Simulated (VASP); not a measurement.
Given:

```xyz
1
Lattice="3.9418 0.0000 0.0000 0.0000 3.9418 0.0000 0.0000 0.0000 3.9418" Properties=species:S:1:pos:R:3 pbc="T T T"
Ba     0.0000     0.0000     0.0000
```

Method: r2SCAN meta-GGA, VASP's PBE PAW potentials (set 64) (plane waves; VASP). Numerical set-up: 400 eV cut-off, 10×10×10 Γ-centred mesh, tetrahedra with Blöchl corrections, potentials Ba_sv.

**Question.** The job: Ba (relaxed from the simple-cubic structure, space group Pm-3m), 1 atom, r2SCAN, static run, 400 eV, 10×10×10 Γ-centred mesh. Roughly how much core time does it take on a busy server core?

**Answer.** About 6 core-minutes (one run on a shared machine, a rough figure). It had 56 irreducible k-points, 9 bands, up to 1141 plane waves and 40 electronic steps.

The structure was generated: Ba was put into the simple-cubic type (Pm-3m), which need not be its known phase. It was relaxed first, which changed the volume by -14 %.
